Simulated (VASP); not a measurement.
Here is the system:

```xyz
8
Lattice="4.7264 0.0000 0.0000 0.0000 4.7264 0.0000 0.0000 0.0000 4.7264" Properties=species:S:1:pos:R:3 pbc="T T T"
Mg     0.0000     0.0000     0.0000
O      2.3632     2.3632     2.3632
O      0.0000     0.0000     2.3632
O      0.0000     2.3632     0.0000
O      2.3632     0.0000     0.0000
Ca     2.3632     2.3632     0.0000
Ca     2.3632     0.0000     2.3632
Ca     0.0000     2.3632     2.3632
```

The numbers are results of PBE GGA, VASP's PBE PAW potentials (set 64) (plane waves; VASP 6.6.1), not measurements. Numerical set-up: 500 eV cut-off, Gaussian smearing of 0.050 eV, potentials Mg O Ca_sv.

Question: Give the energies of bands 19 to 32 at the high-symmetry points, in eV from the valence-band maximum.

Answer: 
| band | Γ | X | M | R |
|---|---|---|---|---|
| 19 | -2.03 | -1.99 | -2.15 | -2.60 |
| 20 | -0.59 | -1.88 | -1.99 | -2.60 |
| 21 | -0.59 | -1.37 | -1.94 | -1.30 |
| 22 | -0.59 | -1.36 | -1.20 | -1.30 |
| 23 | -0.37 | -0.94 | -1.17 | -1.30 |
| 24 | -0.37 | -0.94 | -1.17 | -1.20 |
| 25 | -0.37 | -0.45 | -0.76 | -1.20 |
| 26 | 0.00 | -0.45 | -0.76 | -1.20 |
| 27 | 0.00 | -0.23 | -0.76 | -0.78 |
| 28 | 0.00 | -0.23 | -0.67 | -0.78 |
| 29 | 3.25 | 4.86 | 6.57 | 7.13 |
| 30 | 4.23 | 5.38 | 6.79 | 7.13 |
| 31 | 4.23 | 6.12 | 6.87 | 7.13 |
| 32 | 4.23 | 6.49 | 7.02 | 7.19 |

The gap is direct, 3.25 eV, from the valence maximum at Γ to the conduction minimum at Γ.

The structure was generated: Ca3MgO4 was put into an ordered model structure (Pm-3m), which need not be its known phase. It was relaxed first.
